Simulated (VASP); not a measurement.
# CaH12Cl2O6 in VASP: further runs, part 2 of 2

VASP 6.6.1.

### Step 3. Single point, LDA

INCAR reads:

```
SYSTEM = CaH12Cl2O6
PREC = Accurate
ENCUT = 520
EDIFF = 1E-6
ISMEAR = -1
SIGMA = 0.05
LREAL = Auto
LASPH = .TRUE.
NELM = 80
ALGO = Normal
ISIF = 2
LWAVE = .FALSE.
LCHARG = .TRUE.
GGA = CA
LELF = .TRUE.
LVHAR = .TRUE.
NBANDS = 52
```

KPOINTS reads:

```
regular mesh
0
G
  1 1 1
  0 0 0
```

POSCAR reads:

```
CaH12Cl2O6
1.0
    6.8384790000      0.0000000000      0.0000000000
    0.0000000000      6.8384790000      0.0000000000
    0.0000000000      0.0000000000      6.8384790000
O H Ca Cl
6 12 1 2
Direct
    1.1153649810      0.2432558468      0.4547941143
    0.5267253142      0.2100320846      0.0936758013
    0.7334379472      0.9099976764      0.9621291518
    0.6292627352      0.8338696368      0.5572584196
    0.1282010225      0.5797926703      0.6233988581
    0.4162621542      0.8120811660      0.1524754262
    1.1184797087      0.3789585374      0.5145003735
    0.9732134880      0.2182356632      0.4498514948
    0.6005282754      0.1036926486      0.0257513403
    0.5100403174      0.2964548111     -0.0256782246
    0.7403839363      0.8750337612      0.8285906852
    0.8408448721      0.8522509172      1.0399534750
    0.7637663287      0.8609224361      0.5032990523
    0.6086002458      0.7041770546      0.5121168026
    0.1163416602      0.6860443675      0.5235520940
    0.2684368849      0.5582820390      0.6573099077
    0.5167084669      0.8262071142      0.0477299119
    0.2952264678      0.7753186052      0.0852528757
    0.3856998025      0.0708344648      0.3687077199
    1.0086745898      0.8200361513      0.2921556095
    0.5058581009      0.3916514184      0.6688329379
```

Potentials or basis: VASP PAW LDA potentials, release 64 (O, H, Ca_sv, Cl).

Launch:

```
$ cat potpaw_LDA.64/O/POTCAR potpaw_LDA.64/H/POTCAR potpaw_LDA.64/Ca_sv/POTCAR potpaw_LDA.64/Cl/POTCAR > POTCAR
$ mpirun -np 1 vasp_gam > vasp.out
```

OUTCAR:

```text
SYSTEM = CaH12Cl2O6
   PREC = Accurate
   ENCUT = 520
   EDIFF = 1E-6
   ISMEAR = -1
   LREAL = Auto
   LASPH = .TRUE.
   NELM = 80
   ISIF = 2
   GGA = CA

 ion  position               nearest neighbor table
   1  0.115  0.243  0.455-   8 0.99   7 1.01  19 2.27
   2  0.527  0.210  0.094-   9 1.00  10 1.01  19 2.32
   3  0.733  0.910  0.962-  11 0.95  12 0.99
   4  0.629  0.834  0.557-  14 0.95  13 1.01
   5  0.128  0.580  0.623-  16 1.00  15 1.00
   6  0.416  0.812  0.152-  18 0.98  17 1.00  19 2.32
   7  0.118  0.379  0.515-   1 1.01
   8  0.973  0.218  0.450-   1 0.99
   9  0.601  0.104  0.026-   2 1.00
  10  0.510  0.296  0.974-   2 1.01
  11  0.740  0.875  0.829-   3 0.95
  12  0.841  0.852  0.040-   3 0.99
  13  0.764  0.861  0.503-   4 1.01
  14  0.609  0.704  0.512-   4 0.95
  15  0.116  0.686  0.524-   5 1.00
  16  0.268  0.558  0.657-   5 1.00
  17  0.517  0.826  0.048-   6 1.00
  18  0.295  0.775  0.085-   6 0.98
  19  0.386  0.071  0.369-   1 2.27   6 2.32   2 2.32
  20  0.009  0.820  0.292-
  21  0.506  0.392  0.669-

  LATTYP: Found a simple cubic cell.
 ALAT       =     6.8384790000

  Lattice vectors:

 A1 = (   6.8384790000,   0.0000000000,   0.0000000000)
 A2 = (   0.0000000000,   6.8384790000,   0.0000000000)
 A3 = (   0.0000000000,   0.0000000000,   6.8384790000)

Analysis of symmetry for initial positions (statically):
=====================================================================
 Subroutine PRICEL returns:
 Original cell was already a primitive cell.

 Routine SETGRP: Setting up the symmetry group for a
 simple cubic supercell.

 Subroutine GETGRP returns: Found  1 space group operations
 (whereof  1 operations were pure point group operations)
 out of a pool of 48 trial point group operations.

[... 149 lines left out ...]
  volume/ion in A,a.u.               =      15.23       102.77
  Fermi-wavevector in a.u.,A,eV,Ry     =   0.995924  1.882023 13.495134  0.991864
  Thomas-Fermi vector in A             =   2.127977
   LORBIT       =      0    0 simple, 1 ext, 2 COOP (PROOUT), +10 PAW based schemes
   GGA     = CA    functional components
   LHFCALC =     F    Hartree Fock is set to
   AEXX    =    0.0000 exact exchange contribution
   IVDW    =     0    specifies the selected vdW correction
   LEPSILON=     F    determine dielectric tensor
   LRPA    =     F    only Hartree local field effects (RPA)
 non-spin polarized calculation
  energy-cutoff  :      520.00
  volume of cell :      319.80
 maximum number of plane-waves:      4301
 NGX is ok and might be reduce to    50
   NGX = 25   NGY = 25   NGZ = 25

 number of electron      72.0000005 magnetization

 Free energy of the ion-electron system (eV)
  ---------------------------------------------------
  ext. energy  EPLUGINS =         0.00000000
  ---------------------------------------------------
  free energy    TOTEN  =      -106.52827255 eV

  energy without entropy =     -106.52827255  energy(sigma->0) =     -106.52827255

 E-fermi :  -2.0090     XC(G=0):  -6.7934

 val. band max:       -3.1981676847   @ k =   0.0000   0.0000   0.0000
 cond. band min:       0.8613209568   @ k =   0.0000   0.0000   0.0000
 fundamental gap:      4.0594886415
 Fermi energy:        -2.0089564293

 k-point     1 :       0.0000    0.0000    0.0000
  band No.  band energies     occupation
      1     -41.4382      2.00000
      2     -23.1436      2.00000
      3     -22.9547      2.00000
      4     -22.8953      2.00000
      5     -22.6441      2.00000
      6     -22.4007      2.00000
[... 40 lines left out ...]
     47       5.3093      0.00000
     48       5.3575      0.00000
 [bands above 48 left out]

------------------------ aborting loop because EDIFF is reached ----------------------------------------

  FORCE on cell =-STRESS in cart. coord.  units (eV):
  Direction    XX          YY          ZZ          XY          YZ          ZX
  --------------------------------------------------------------------------------------
  -------------------------------------------------------------------------------------
  Total       -2.1582920      0.0555268     -3.0159260      0.6235068      0.3621212     -0.0151229
  in kB      -10.8129011      0.2781855    -15.1095911      3.1237281      1.8142032     -0.0757649
  external PRESSURE =      -8.5481023 kB  Pullay stress =       0.0000000 kB

 VOLUME and BASIS-vectors are now :
 -----------------------------------------------------------------------------
  energy-cutoff  :      520.00
  volume of cell :      319.80
      direct lattice vectors                 reciprocal lattice vectors
     6.838479000  0.000000000  0.000000000     0.146231348  0.000000000  0.000000000
     0.000000000  6.838479000  0.000000000     0.000000000  0.146231348  0.000000000
     0.000000000  0.000000000  6.838479000     0.000000000  0.000000000  0.146231348

 POSITION                                       TOTAL-FORCE (eV/Angst)
 -----------------------------------------------------------------------------------
      0.78892      1.66350      3.11010        -0.657850     -0.440203     -0.223712
      3.60200      1.43630      0.64060        -0.169374      0.163973     -0.713521
      5.01560      6.22300      6.57950        -0.646174      0.553975      1.506687
      4.30320      5.70240      3.81080         0.821895      2.365407      0.061932
      0.87670      3.96490      4.26310        -0.147474      0.154265      0.057477
      2.84660      5.55340      1.04270        -0.259627     -0.020914     -0.250226
[... 13 lines left out ...]
      0.05932      5.60780      1.99790        -0.097782      0.513085      0.083414
      3.45930      2.67830      4.57380         0.216349     -0.425261     -0.100617
 -----------------------------------------------------------------------------------
    total drift:                               -0.002831     -0.000560     -0.001171

  FREE ENERGIE OF THE ION-ELECTRON SYSTEM (eV)
  ---------------------------------------------------
  free  energy   TOTEN  =      -106.5282725518 eV

  energy  without entropy=     -106.5282725517  energy(sigma->0) =     -106.52827255
```

OSZICAR:

```text
N       E                     dE             d eps       ncg     rms          rms(c)
DAV:   1     0.728114339215E+03    0.72811E+03   -0.37960E+04   104   0.126E+03
DAV:   2    -0.385472489000E+02   -0.76666E+03   -0.74392E+03   140   0.320E+02
DAV:   3    -0.115142891780E+03   -0.76596E+02   -0.76160E+02   136   0.110E+02
DAV:   4    -0.117392789984E+03   -0.22499E+01   -0.22454E+01   168   0.174E+01
DAV:   5    -0.117448439868E+03   -0.55650E-01   -0.55606E-01   160   0.207E+00    0.195E+01
DAV:   6    -0.107130009276E+03    0.10318E+02   -0.39043E+01   120   0.248E+01    0.760E+00
DAV:   7    -0.106764631977E+03    0.36538E+00   -0.16600E+00   136   0.523E+00    0.469E+00
DAV:   8    -0.106533570253E+03    0.23106E+00   -0.51110E-01   136   0.361E+00    0.878E-01
DAV:   9    -0.106520581442E+03    0.12989E-01   -0.64844E-02   136   0.132E+00    0.334E-01
DAV:  10    -0.106525503252E+03   -0.49218E-02   -0.14387E-02   120   0.483E-01    0.185E-01
DAV:  11    -0.106526752436E+03   -0.12492E-02   -0.81493E-04   128   0.165E-01    0.108E-01
DAV:  12    -0.106528130942E+03   -0.13785E-02   -0.10078E-03   128   0.157E-01    0.303E-02
DAV:  13    -0.106528206315E+03   -0.75373E-04   -0.10486E-04   136   0.578E-02    0.168E-02
DAV:  14    -0.106528251059E+03   -0.44743E-04   -0.40554E-05   120   0.274E-02    0.922E-03
DAV:  15    -0.106528267754E+03   -0.16695E-04   -0.15300E-05   128   0.219E-02    0.617E-03
DAV:  16    -0.106528271881E+03   -0.41268E-05   -0.36659E-06   112   0.970E-03    0.309E-03
DAV:  17    -0.106528272552E+03   -0.67115E-06   -0.38569E-06   128   0.909E-03
   1 F= -.10652827E+03 E0= -.10652827E+03  d E =-.117046E-09
```

Wall time 34 s (1 thread of AMD EPYC 7R43 (Zen 3), shared host); peak memory 0.24 GiB.

Results:

```yaml
Free_energy: -106.5283 eV
Pressure: -0.9 GPa
Largest_force: 2.505 eV/Å
Band_gap_on_the_k_mesh: 4.06 eV, direct
```

Forces in eV/Å, atoms in the order of the input:
```
O   -0.658 -0.440 -0.224
O   -0.169  0.164 -0.714
O   -0.646  0.554  1.507
O    0.822  2.365  0.062
O   -0.147  0.154  0.057
O   -0.260 -0.021 -0.250
H    0.276  0.702  0.427
H    0.618 -0.324 -0.255
H    0.483 -0.327  0.353
H   -0.229  0.110  0.604
H    0.011 -0.695 -2.095
H    0.279  0.016  0.296
H   -0.272 -0.079 -0.130
H   -0.530 -2.029 -0.216
H   -0.055 -0.366  0.022
H    0.103 -0.069 -0.034
H    0.634  0.002  0.166
H   -0.236 -0.104  0.398
Ca  -0.142  0.297  0.041
Cl  -0.098  0.513  0.083
Cl   0.216 -0.425 -0.101
```

### Step 4. Molecular dynamics, LDA

INCAR reads:

```
SYSTEM = CaH12Cl2O6
ALGO = Normal
EDIFF = 1E-5
ENCUT = 520
GGA = CA
IBRION = 0
ISIF = 2
ISMEAR = -1
ISYM = 0
LANGEVIN_GAMMA = 20 20 20 20
LASPH = .TRUE.
LCHARG = .TRUE.
LREAL = Auto
LWAVE = .FALSE.
MDALGO = 3
NELM = 80
NELMIN = 4
NSW = 40
POTIM = 0.5
PREC = Accurate
RANDOM_SEED = 481146 0 0
SIGMA = 0.05
TEBEG = 300.0
TEEND = 300.0
```

KPOINTS reads:

```
k-points
0
G
  1 1 1
  0 0 0
```

POSCAR reads:

```
CaH12Cl2O6
1.0
    6.8384790000      0.0000000000      0.0000000000
    0.0000000000      6.8384790000      0.0000000000
    0.0000000000      0.0000000000      6.8384790000
O H Ca Cl
6 12 1 2
Direct
    1.0781513100      0.2019702300      0.4916793500
    0.4840339800      0.1993348100      0.0828353700
    0.7614855000      0.9342773200      0.9629863800
    0.6059861400      0.8638647000      0.4795029300
    0.1001804400      0.5325400500      0.6787157800
    0.4025001100      0.8208707900      0.1071477500
    1.0631252500      0.3295695800      0.5673670100
    0.9544963300      0.1308698900      0.4959448100
    0.5577352300      0.0837861200      0.0304387100
    0.4685611100      0.2834908600     -0.0359519700
    0.8206572700      1.0588935800      0.9138366400
    0.8600945700      0.8882966900      1.0627826600
    0.7366196600      0.8520451000      0.4153776900
    0.5859069300      0.7337818700      0.5372879800
    0.0776980200      0.6297318000      0.5745950900
    0.2433373200      0.5024644200      0.6755775000
    0.5203548200      0.7945929100      0.0279794600
    0.3068444900      0.7149271800      0.0922339000
    0.3528987800      0.0653006800      0.3618210200
    1.0239305600      0.8091216800      0.3115482800
    0.4954314800      0.3493863700      0.6442706700
```

Launch:

```
$ cat potpaw_LDA.64/O/POTCAR potpaw_LDA.64/H/POTCAR potpaw_LDA.64/Ca_sv/POTCAR potpaw_LDA.64/Cl/POTCAR > POTCAR
$ mpirun -np 1 vasp_gam > vasp.out
```

Run time: 7.4 min. Hardware: 1 thread of AMD EPYC 7R43 (Zen 3), shared host; peak memory 0.28 GiB.

Step by step:
| step | potential energy change (eV) | largest force (eV/Å) | pressure (GPa) | volume (Å³) | temperature (K) |
| --- | --- | --- | --- | --- | --- |
| 1 | 0.0000 | 1.0782 | -1.56 | 319.80 | 317 |
| 2 | 0.0092 | 0.9649 | -1.28 | 319.80 | 311 |
| 3 | 0.0735 | 2.2275 | -0.93 | 319.80 | 285 |
| 4 | 0.1654 | 3.2425 | -0.62 | 319.80 | 257 |
| 5 | 0.2476 | 3.7515 | -0.37 | 319.80 | 235 |
| 6 | 0.2701 | 3.5065 | -0.31 | 319.80 | 228 |
| 7 | 0.2340 | 2.6654 | -0.40 | 319.80 | 239 |
| 8 | 0.1677 | 1.8272 | -0.62 | 319.80 | 266 |
| 9 | 0.1032 | 1.3508 | -0.87 | 319.80 | 298 |
| 10 | 0.0793 | 1.8527 | -1.18 | 319.80 | 307 |
| 11 | 0.1045 | 2.7046 | -1.46 | 319.80 | 292 |
| 12 | 0.1630 | 3.2642 | -1.68 | 319.80 | 264 |
| 13 | 0.2271 | 3.4179 | -1.84 | 319.80 | 235 |
| 14 | 0.2781 | 3.2683 | -1.99 | 319.80 | 213 |
| 15 | 0.3028 | 2.8620 | -2.08 | 319.80 | 207 |
| 16 | 0.2918 | 2.4244 | -2.16 | 319.80 | 223 |
| 17 | 0.2489 | 2.3794 | -2.15 | 319.80 | 246 |
| 18 | 0.1948 | 2.1891 | -2.03 | 319.80 | 273 |
| 19 | 0.1559 | 1.8420 | -1.84 | 319.80 | 281 |
| 20 | 0.1513 | 1.9163 | -1.60 | 319.80 | 284 |
| 21 | 0.1733 | 2.8591 | -1.27 | 319.80 | 278 |
| 22 | 0.2116 | 3.5277 | -0.96 | 319.80 | 252 |
| 23 | 0.2408 | 3.6431 | -0.68 | 319.80 | 235 |
| 24 | 0.2487 | 3.2611 | -0.47 | 319.80 | 225 |
| 25 | 0.2366 | 2.4824 | -0.36 | 319.80 | 228 |
| 26 | 0.2080 | 2.4043 | -0.33 | 319.80 | 240 |
| 27 | 0.1785 | 2.1466 | -0.41 | 319.80 | 255 |
| 28 | 0.1744 | 1.7941 | -0.55 | 319.80 | 259 |
| 29 | 0.1995 | 2.4769 | -0.72 | 319.80 | 246 |
| 30 | 0.2418 | 2.9782 | -0.91 | 319.80 | 229 |
| 31 | 0.2792 | 3.1809 | -1.07 | 319.80 | 212 |
| 32 | 0.2948 | 3.1056 | -1.27 | 319.80 | 203 |
| 33 | 0.2971 | 2.9032 | -1.43 | 319.80 | 210 |
| 34 | 0.2872 | 2.6301 | -1.57 | 319.80 | 231 |
| 35 | 0.2630 | 2.1911 | -1.71 | 319.80 | 250 |
| 36 | 0.2361 | 2.0094 | -1.77 | 319.80 | 276 |
| 37 | 0.2208 | 1.9923 | -1.71 | 319.80 | 295 |
| 38 | 0.2282 | 1.8562 | -1.61 | 319.80 | 293 |
| 39 | 0.2478 | 2.0282 | -1.41 | 319.80 | 290 |
| 40 | 0.2707 | 2.8766 | -1.25 | 319.80 | 284 |
